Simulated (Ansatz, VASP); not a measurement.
# ZnS in two plane-wave programs

Aim: how closely do two programs agree when they are given the same cell, functional and k mesh? The cell is taken from a series of runs on this material, whose earlier steps may have relaxed, scaled, displaced or heated it; both programs get it as it stands.

Method: plane waves, with VASP 6.6.1 beside it; single point at r2SCAN, in Ansatz 0.2.0.

### Step 1. The starting structure

The structure is cubic, space group F-43m (No. 216). The conventional cell has a = 5.224 Å, b = 5.224 Å, c = 5.224 Å, α = 90.00°, β = 90.00°, γ = 90.00°. Zn has 4 S at 2.26 Å nearest. S has 4 Zn at 2.26 Å nearest. Farther neighbours and most contacts between anions are not listed.

### Step 2. Ansatz: single point, r2SCAN, pair 1

Ansatz runs on its PAW soft_1 files.

A single point gives forces, pressure and levels at one fixed geometry, so differences don't come from the geometry; what else differs is listed under the comparison.

input.yaml

```yaml
crystal:
  lattice:
    - [0.0, 2.6119703612, 2.6119703612]
    - [2.6119703612, 0.0, 2.6119703612]
    - [2.6119703612, 2.6119703612, 0.0]
  atoms:
    - { symbol: Zn, position: [0.75, 0.75, 0.75] }
    - { symbol: S, position: [0.0, 0.0, 0.0] }
kpoints:
  mp_grid: { grid: [6, 6, 6] }
hamiltonian:
  xc: r2scan
  pseudopotentials: { kind: paw, azcp: { folder: soft_1 } }
scf:
  occupations: { method: gaussian, width: 0.01 }
  n_extra_bands: 8
output:
  eigenvalues: true
  eigenstates:
    kpoints:
      - [0.0, 0.0, 0.0]
      - [0.0, 0.003325664, 0.003325664]
      - [0.003325664, 0.0, 0.003325664]
      - [0.003325664, 0.003325664, 0.0]
      - [0.0023516, 0.0023516, 0.004703199]
      - [-0.0023516, 0.0023516, 0.0]
      - [0.0023516, 0.004703199, 0.0023516]
      - [-0.0023516, 0.0, 0.0023516]
      - [0.004703199, 0.0023516, 0.0023516]
      - [0.0, -0.0023516, 0.0023516]
      - [0.003840146, 0.003840146, 0.003840146]
      - [0.0, 0.0, 0.003840146]
      - [0.0, 0.003840146, 0.0]
      - [0.003840146, 0.0, 0.0]
      - [0.0, -0.003325664, -0.003325664]
      - [-0.003325664, 0.0, -0.003325664]
      - [-0.003325664, -0.003325664, 0.0]
      - [-0.0023516, -0.0023516, -0.004703199]
      - [0.0023516, -0.0023516, 0.0]
      - [-0.0023516, -0.004703199, -0.0023516]
      - [0.0023516, 0.0, -0.0023516]
      - [-0.004703199, -0.0023516, -0.0023516]
      - [0.0, 0.0023516, -0.0023516]
      - [-0.003840146, -0.003840146, -0.003840146]
      - [0.0, 0.0, -0.003840146]
      - [0.0, -0.003840146, 0.0]
      - [-0.003840146, 0.0, 0.0]
      - [0.0, 0.01247124, 0.01247124]
      - [0.01247124, 0.0, 0.01247124]
      - [0.01247124, 0.01247124, 0.0]
      - [0.008818498, 0.008818498, 0.017636997]
      - [-0.008818498, 0.008818498, 0.0]
      - [0.008818498, 0.017636997, 0.008818498]
      - [-0.008818498, 0.0, 0.008818498]
      - [0.017636997, 0.008818498, 0.008818498]
      - [0.0, -0.008818498, 0.008818498]
      - [0.014400547, 0.014400547, 0.014400547]
      - [0.0, 0.0, 0.014400547]
      - [0.0, 0.014400547, 0.0]
      - [0.014400547, 0.0, 0.0]
      - [0.0, -0.01247124, -0.01247124]
      - [-0.01247124, 0.0, -0.01247124]
      - [-0.01247124, -0.01247124, 0.0]
      - [-0.008818498, -0.008818498, -0.017636997]
      - [0.008818498, -0.008818498, 0.0]
      - [-0.008818498, -0.017636997, -0.008818498]
      - [0.008818498, 0.0, -0.008818498]
      - [-0.017636997, -0.008818498, -0.008818498]
      - [0.0, 0.008818498, -0.008818498]
      - [-0.014400547, -0.014400547, -0.014400547]
      - [0.0, 0.0, -0.014400547]
      - [0.0, -0.014400547, 0.0]
      - [-0.014400547, 0.0, 0.0]
      - [0.0, 0.0, 0.0]
      - [0.0, 0.003325664, 0.003325664]
      - [0.003325664, 0.0, 0.003325664]
      - [0.003325664, 0.003325664, 0.0]
      - [0.0023516, 0.0023516, 0.004703199]
      - [-0.0023516, 0.0023516, 0.0]
      - [0.0023516, 0.004703199, 0.0023516]
      - [-0.0023516, 0.0, 0.0023516]
      - [0.004703199, 0.0023516, 0.0023516]
      - [0.0, -0.0023516, 0.0023516]
      - [0.003840146, 0.003840146, 0.003840146]
      - [0.0, 0.0, 0.003840146]
      - [0.0, 0.003840146, 0.0]
      - [0.003840146, 0.0, 0.0]
      - [0.0, -0.003325664, -0.003325664]
      - [-0.003325664, 0.0, -0.003325664]
      - [-0.003325664, -0.003325664, 0.0]
      - [-0.0023516, -0.0023516, -0.004703199]
      - [0.0023516, -0.0023516, 0.0]
      - [-0.0023516, -0.004703199, -0.0023516]
      - [0.0023516, 0.0, -0.0023516]
      - [-0.004703199, -0.0023516, -0.0023516]
      - [0.0, 0.0023516, -0.0023516]
      - [-0.003840146, -0.003840146, -0.003840146]
      - [0.0, 0.0, -0.003840146]
      - [0.0, -0.003840146, 0.0]
      - [-0.003840146, 0.0, 0.0]
      - [0.0, 0.01247124, 0.01247124]
      - [0.01247124, 0.0, 0.01247124]
      - [0.01247124, 0.01247124, 0.0]
      - [0.008818498, 0.008818498, 0.017636997]
      - [-0.008818498, 0.008818498, 0.0]
      - [0.008818498, 0.017636997, 0.008818498]
      - [-0.008818498, 0.0, 0.008818498]
      - [0.017636997, 0.008818498, 0.008818498]
      - [0.0, -0.008818498, 0.008818498]
      - [0.014400547, 0.014400547, 0.014400547]
      - [0.0, 0.0, 0.014400547]
      - [0.0, 0.014400547, 0.0]
      - [0.014400547, 0.0, 0.0]
      - [0.0, -0.01247124, -0.01247124]
      - [-0.01247124, 0.0, -0.01247124]
      - [-0.01247124, -0.01247124, 0.0]
      - [-0.008818498, -0.008818498, -0.017636997]
      - [0.008818498, -0.008818498, 0.0]
      - [-0.008818498, -0.017636997, -0.008818498]
      - [0.008818498, 0.0, -0.008818498]
      - [-0.017636997, -0.008818498, -0.008818498]
      - [0.0, 0.008818498, -0.008818498]
      - [-0.014400547, -0.014400547, -0.014400547]
      - [0.0, 0.0, -0.014400547]
      - [0.0, -0.014400547, 0.0]
      - [-0.014400547, 0.0, 0.0]
checkpoint:
  read: start.run
  write: ck
  compress: false
  write_wavefunctions: false
  write_every: 100000
```

Command:

```sh
> ansatz run input.yaml --threads 4 --pin off --max-ram 9216MiB --backend cpu --events-out ev --progress --plain --runs-dir out
```

Numbers of over 12 decimals in the logs are rounded to 6 here.

The program printed:

```text
scf.n_extra_bands = 8 over 9 filled bands (N_el = 18.0): the run solves 17 bands
Engine: ansatz 0.2.0, aarch64-unknown-linux-gnu
Pseudopotentials: kind: paw
Pseudopotential: Zn, paw, valence charge 12, recommended cutoff 500 eV (meta_gga), soft_1/Zn.paw.azcp
Pseudopotential: S, paw, valence charge 6, recommended cutoff 500 eV (meta_gga), soft_1/S.paw.azcp
Functional definition: r2SCAN
  parameter k0 = 0.174
  parameter k1 = 0.065
  parameter a1 = 4.9479
  exchange = r2scan_x(k0 = k0, k1 = k1, a1 = a1)
  correlation = r2scan_c
Crystal: 2 atoms, lattice volume = 35.640 Å³
Basis set: ecut = 500 eV, 893 PW (Γ), exchange–correlation on 108×108×108 points (64 copies of the dense FFT grid, shifted against one another)
Bands: 17, of which v1, the nominal top of the filled ones, is band 9 counted from 1 (8 counted from 0)
Symmetry: 24 space group operations
Space group: F-43m (ITA 216), of the structure as read, at distance tolerance 3.3e-5 Å
k-points: 16 of 216 (time reversal used)
Non-local potential: Zn, projectors of the file, l = 0: 2, l = 1: 2, l = 2: 3, l = 3: 1
Non-local potential: S, projectors of the file, l = 0: 2, l = 1: 2, l = 2: 1
PAW form: soft (Blöchl's): semilocal exchange-correlation on the pseudo side does not see the compensation charge
PAW frozen core: Zn, regenerated for the run's functional (the file was generated under x = pbe(κ = 0.804, μ = 0.219515), c = pbe(β = 0.066725))
PAW frozen core: S, regenerated for the run's functional (the file was generated under x = pbe(κ = 0.804, μ = 0.219515), c = pbe(β = 0.066725))
PAW one-centre angular grid: Zn, 590 points (default); XC on 160 Gauss nodes
PAW one-centre angular grid: S, 302 points (default); XC on 160 Gauss nodes
Initial density: read from a saved state, or passed on in memory by an earlier SCF of this step, an earlier step, the calling program or the single point that the run made first
Stability of the state it starts from, as read at its close in the unpolarized treatment: not read negative (Ritz values of 1 − χ₀K, real part plus size of imaginary part, from 0.95 to 1.2, by its mixing steps under the symmetry group of the SCF that read it)
Initial wavefunctions: pseudopotential atomic-orbital guess
Functional: x = r2scan, c = r2scan; τ floored in thin density (d = 2e-4 eV/Å³)
iter 1 solved again at ethr=4.04e-7 eV; its pass at ethr=3.10e-3 eV (dr2=7.27e-5 eV) is discarded
SCF iter   1: F=—  HF=-4233.358261 eV  |F-HF|=—  |Δ(HF+E_count)|=         —  Δρ=6.32e-6  dr2=1.66e-8  dr2_τ=8.09e-10  ethr=4.04e-7  ⟨swp⟩=3.1  Hψ=2774  notcnv=0
eigensolver tolerance schedule: the retry pair's looser diagonalisation over-reported the residual by 4378.73 of it (diagonalisation noise at 1.33 of the residual, at the tolerance the schedule requests for it); recorded, not acted on — ethr = c·dr2/N_el stays at c = 1.0e-1
preconditioner: auto → none  [insulator: Δε(μ)=3.138 eV  Ē_g=17.007 eV  σ=0.010 eV  W_gap=1.00  n_scr=14 (ndim 8)  ℏωp=26.4 eV  f_vac=0.011  D(μ)=0.00/eV (n_scr^D=0)  ε∞_Penn≈3.4]
SCF iter   2: F=-4233.358261 eV  HF=-4233.358261 eV  |F-HF|=1.31e-9  |Δ(HF+E_count)|=   5.79e-8  Δρ=4.53e-6  dr2=3.49e-9  dr2_τ=4.48e-11  ethr=9.22e-11  ⟨swp⟩=5.1  Hψ=852  notcnv=0
SCF 1 converged in 2 iterations: F = -4233.358261 eV  dr2 = 3.49e-9
  greatest PAW one-centre occupation: 0.982 electrons in one spin orbital (limit 2), on the Zn atom at site 0 (counted from 0), in its partial waves of l = 2
NSCF: frozen V_eff on 106 k-points
SCF converged after 2 iterations
Free energy (F): -4233.358261 eV
Harris-Foulkes:  -4233.358261 eV  (|F-HF|=1.31e-9)
Internal energy: -4233.358261 eV  (E = F + TS)
E sigma→0 (E₀):  -4233.358261 eV
Fermi energy:    8.468683 eV
--- Per-component energies (eV) ---
  E_band       = 15.284805
  E_kinetic    = 255.215244
  E_local      = -2208.277358  (includes V_loc(G=0)·N_el)
  E_nonlocal   = 860.130194
  E_hartree    = 844.818232
  E_xc         = -155.366481
  E_vxc        = -142.500270  (∫ρ·V_xc dr)
  E_paw        = -2533.004893  (= ΣΔE_a)
  E_vpaw       = -445.843251  (= ΣTr[D̂ρ^β])
  E_aug_tail   = 0.000072  (compensation charges beyond the density's cutoff)
  E_vtau       = 6.920736  (kinetic-family band-sum trace: ∫τ·v_τ [+ j·A + Jᵃ·Aᵃ] dr)
  E_ewald      = -1296.580888
  E_core_change = -0.292384  (= ΣΔE_core)
  E_smearing   = -0.000000  (= −TS)
  E_closure    = 0.000000  (closes the sum)
  Σ components = -4233.358261   (vs F -4233.358261, Δ=0.00e0)
--- Band table (eV; the first three rows and the last of 16) ---
  k-point 0: bands = [... 5 lower, 0.6028, 6.8995, 6.8995, 6.8995, 10.0378, 13.6483, 13.6483, 13.6483, ... 4 higher]
  k-point 1: bands = [... 5 lower, 0.6002, 5.0971, 6.5983, 6.5983, 11.0599, 13.8080, 14.1146, 14.1146, ... 4 higher]
  k-point 2: bands = [... 5 lower, 0.6182, 2.5704, 6.0789, 6.0789, 11.0633, 14.3314, 14.3314, 15.6613, ... 4 higher]
  k-point 15: bands = [... 5 lower, 1.0521, 1.7641, 3.7014, 3.8106, 11.9793, 12.8764, 16.7064, 16.7601, ... 4 higher]
```

### Step 3. VASP: single point, r2SCAN, pair 1

The same cell, functional, mesh and smearing now go to VASP, with its own data sets.

Lines of VASP's logs that name or quote its potential files are left out, and so is its time.

INCAR

```
SYSTEM = ZnS
PREC = Accurate
ENCUT = 440
EDIFF = 1E-06
NELM = 120
ISMEAR = 0
SIGMA = 0.01
LREAL = .FALSE.
ALGO = Normal
METAGGA = R2SCAN
LASPH = .TRUE.
NBANDS = 15
LORBIT = 11
LWAVE = .FALSE.
LCHARG = .FALSE.
ISIF = 2
GGA_COMPAT = .FALSE.
EFERMI = MIDGAP
LMIXTAU = .TRUE.
```

POSCAR

```
ZnS
1.0
    0.0000000000      2.6119703612      2.6119703612
    2.6119703612      0.0000000000      2.6119703612
    2.6119703612      2.6119703612      0.0000000000
Zn S
1 1
Direct
    0.7500000000      0.7500000000      0.7500000000
    0.0000000000      0.0000000000      0.0000000000
```

KPOINTS

```
Automatic mesh
0
Gamma
6 6 6
0 0 0
```

The projector-augmented-wave data sets are Zn and S (PBE family, release 64).

Command:

```sh
> mpirun -np 1 vasp_std
```

The program printed:

```text
[banner, memory and clock lines left out]
running    1 mpi-ranks, on    1 nodes
 distrk:  each k-point on    1 cores,    1 groups
 distr:  one band on    1 cores,    1 groups

 POSCAR found type information on POSCAR ZnS
 POSCAR found :  2 types and       2 ions
|                                                                             |
|               ----> ADVICE to this user running VASP <----                  |
|                                                                             |
|     You enforced a specific xc type in the INCAR file but a different       |
|     [... a line on the potential file left out ...]
|     I HOPE YOU KNOW WHAT YOU ARE DOING!                                     |
|                                                                             |

 LDA part: xc-table for (None), standard interpolation
 POSCAR, INCAR and KPOINTS ok, starting setup
 FFT: planning ... GRIDC
 FFT: planning ... GRID_SOFT
 FFT: planning ... GRID
 WAVECAR not read
 entering main loop
       N       E                     dE             d eps       ncg     rms          rms(c)
DAV:   1     0.647506603837E+02    0.64751E+02   -0.80652E+03   480   0.134E+03
DAV:   2    -0.166392714995E+02   -0.81390E+02   -0.76604E+02   522   0.262E+02
DAV:   3    -0.217643158818E+02   -0.51250E+01   -0.51007E+01   585   0.651E+01
DAV:   4    -0.218132960231E+02   -0.48980E-01   -0.48967E-01   578   0.634E+00
DAV:   5    -0.218137550698E+02   -0.45905E-03   -0.45901E-03   599   0.599E-01    0.862E+00
DAV:   6    -0.187302284891E+02    0.30835E+01   -0.18068E+00   550   0.441E+01    0.761E+00
DAV:   7    -0.186784498267E+02    0.51779E-01   -0.62162E-01   529   0.160E+01    0.397E+00
DAV:   8    -0.187569651983E+02   -0.78515E-01   -0.10819E-01   480   0.473E+00    0.169E+00
DAV:   9    -0.187264634898E+02    0.30502E-01   -0.91033E-02   480   0.302E+00    0.385E-01
DAV:  10    -0.187701095075E+02   -0.43646E-01   -0.52440E-02   480   0.235E+00    0.113E-01
DAV:  11    -0.187705581280E+02   -0.44862E-03   -0.11639E-03   613   0.319E-01    0.668E-02
DAV:  12    -0.187707483438E+02   -0.19022E-03   -0.10923E-04   501   0.152E-01    0.620E-02
DAV:  13    -0.187700681653E+02    0.68018E-03   -0.46169E-04   480   0.330E-01    0.720E-02
DAV:  14    -0.187707632698E+02   -0.69510E-03   -0.27871E-04   480   0.234E-01    0.181E-02
DAV:  15    -0.187707821545E+02   -0.18885E-04   -0.80451E-06   543   0.300E-02    0.964E-03
DAV:  16    -0.187707762206E+02    0.59339E-05   -0.18451E-06   497   0.166E-02    0.115E-02
DAV:  17    -0.187707811296E+02   -0.49090E-05   -0.11759E-06   366   0.220E-02    0.606E-03
DAV:  18    -0.187707803164E+02    0.81321E-06   -0.20431E-07   240   0.401E-03
   1 F= -.18770780E+02 E0= -.18770780E+02  d E =0.000000E+00
```

Parts of OUTCAR (step 3):

```text
ion  position               nearest neighbor table
   1  0.750  0.750  0.750-   2 2.26   2 2.26   2 2.26   2 2.26
   2  0.000  0.000  0.000-   1 2.26   1 2.26   1 2.26   1 2.26

  LATTYP: Found a face centered cubic cell.
 ALAT       =     5.2239407224

 Subroutine GETGRP returns: Found 24 space group operations
 (whereof 24 operations were pure point group operations)

The static configuration has the point symmetry T_d .

 Found     16 irreducible k-points:

   k-points           NKPTS =     16   k-points in BZ     NKDIM =     16   number of bands    NBANDS=     15

   dimension x,y,z NGX =    28 NGY =   28 NGZ =   28
   dimension x,y,z NGXF=    56 NGYF=   56 NGZF=   56

   ENCUT  =  440.0 eV  32.34 Ry    5.69 a.u.   6.32  6.32  6.32*2*pi/ulx,y,z

   NELECT =      18.0000    total number of electrons

 k-points in reciprocal lattice and weights: Automatic mesh
   0.00000000  0.00000000  0.00000000       0.005
   0.16666667  0.00000000  0.00000000       0.037
   0.33333333  0.00000000  0.00000000       0.037
   0.50000000  0.00000000  0.00000000       0.019
   0.16666667  0.16666667  0.00000000       0.028
   0.33333333  0.16666667  0.00000000       0.111
   0.50000000  0.16666667  0.00000000       0.111
  -0.33333333  0.16666667  0.00000000       0.111
  -0.16666667  0.16666667  0.00000000       0.056
[...]
-0.33333333  0.33333333  0.16666667       0.111
  -0.33333333  0.50000000  0.16666667       0.056

 average (electrostatic) potential at core
       1 -41.0410       2 -90.8389

 E-fermi :   4.4322

 k-point     1 :       0.0000    0.0000    0.0000
  band No.  band energies     occupation
    ...
      5      -3.4370      2.00000
      6      -3.4370      2.00000
      7       2.8509      2.00000
      8       2.8509      2.00000
      9       2.8509      2.00000
     10       6.0134      0.00000
     11       9.6463      0.00000
     12       9.6463      0.00000
     13       9.6463      0.00000
     14      15.2546      0.00000
    ...

 k-point     2 :       0.1667    0.0000    0.0000
  band No.  band energies     occupation
    ...
      5      -3.4399      2.00000
      6      -3.4399      2.00000
      7       1.0490      2.00000
      8       2.5505      2.00000
      9       2.5506      2.00000
     10       7.0361      0.00000
     11       9.8034      0.00000
     12      10.1154      0.00000
     13      10.1154      0.00000
     14      14.3927      0.00000
    ...

 k-point     3 :       0.3333    0.0000    0.0000
  band No.  band energies     occupation
    ...
      5      -3.4225      2.00000
      6      -3.4225      2.00000
      7      -1.4761      2.00000
      8       2.0329      2.00000
      9       2.0329      2.00000
     10       7.0374      0.00000
     11      10.3284      0.00000
     12      10.3284      0.00000
     13      11.6512      0.00000
     14      15.1578      0.00000
    ...

  Total        1.9748671      1.9748671      1.9748671     -0.0000000      0.0000000      0.0000000
  in kB       88.7797097     88.7797097     88.7797097     -0.0000000      0.0000000      0.0000000
  external PRESSURE =      88.7797097 kB  Pullay stress =       0.0000000 kB

  energy-cutoff  :      440.00
  volume of cell :       35.64
      direct lattice vectors                 reciprocal lattice vectors
     0.000000000  2.611970361  2.611970361    -0.191426368  0.191426368  0.191426368
     2.611970361  0.000000000  2.611970361     0.191426368 -0.191426368  0.191426368
     2.611970361  2.611970361  0.000000000     0.191426368  0.191426368 -0.191426368

 POSITION                                       TOTAL-FORCE (eV/Angst)
 -----------------------------------------------------------------------------------
      3.91796      3.91796      3.91796         0.000000      0.000000     -0.000000
      0.00000      0.00000      0.00000        -0.000000     -0.000000      0.000000
 -----------------------------------------------------------------------------------
    total drift:                                0.000001      0.000001      0.000001

  FREE ENERGIE OF THE ION-ELECTRON SYSTEM (eV)
  ---------------------------------------------------
  free  energy   TOTEN  =       -18.7707803164 eV

  energy  without entropy=      -18.7707803164  energy(sigma->0) =      -18.77078032

 total charge
# of ion       s       p       d       tot
------------------------------------------
    1        0.534   0.570   9.831  10.935
    2        1.301   2.521   0.000   3.821
--------------------------------------------------
tot          1.835   3.090   9.831  14.756

[... 3 further parts left out ...]
```

The run ends at a pressure of 8.88 GPa.

### Step 4. Differences

Known differences besides the potentials themselves: VASP keeps PBE cores, Ansatz makes them for the functional; the cutoff is 500 eV in Ansatz and 440 eV in VASP. Total energies have different zeros and are not compared.

The two programs side by side:

| quantity | Ansatz | VASP | difference |
| --- | --- | --- | --- |
| gap on the k mesh (eV) | 3.138 | 3.163 | -0.024 |

A gap on the mesh is an upper bound, since the band edges may lie between its points.

[end of part 1 of 3]

[Lines on the potential files, build, host, timing and source positions are cut from VASP's logs without a mark.]

[Logs are printed without paths, hosts, clocks, repeated set-up lines and the standing remarks that a program may print on its own settings, such as how far it seeks lower states.]

[Hosts, paths, dates, database ids (printed as entryN), source tags and the programs' standing remarks are cut or masked in the printed files.]
